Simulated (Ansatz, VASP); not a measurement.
## Two plane-wave programs on Sb2Au

```
Sb Au
1.0
     0.00000    3.27158    3.27158
     3.27158    0.00000    3.27158
     3.27158    3.27158    0.00000
Sb Au
2 1
Direct
  0.25000 0.25000 0.25000
  0.75000 0.75000 0.75000
  0.00000 0.00000 0.00000
```

Alike in both runs: task single point; functional LDA; k mesh 6 × 6 × 6; occupations fermi-dirac, width 0.1 eV; no spin polarisation.

|  | VASP | Ansatz |
| --- | --- | --- |
| version | VASP 6.6.1 | Ansatz 0.2.0 |
| potentials or method | VASP PAW LDA potentials, release 64 (Sb, Au) | plane waves, PAW |
| plane-wave cutoff (eV) | 520 | 500 |
| valence electrons in the cell | 21 | 49 |

```csv
,VASP,Ansatz,Ansatz less VASP
pressure (GPa),9.3,9.0,-0.31
```

The two sets of potentials don't hold the same shells in valence.

Spin-orbit coupling is left out, which matters for the levels of Au, Sb.
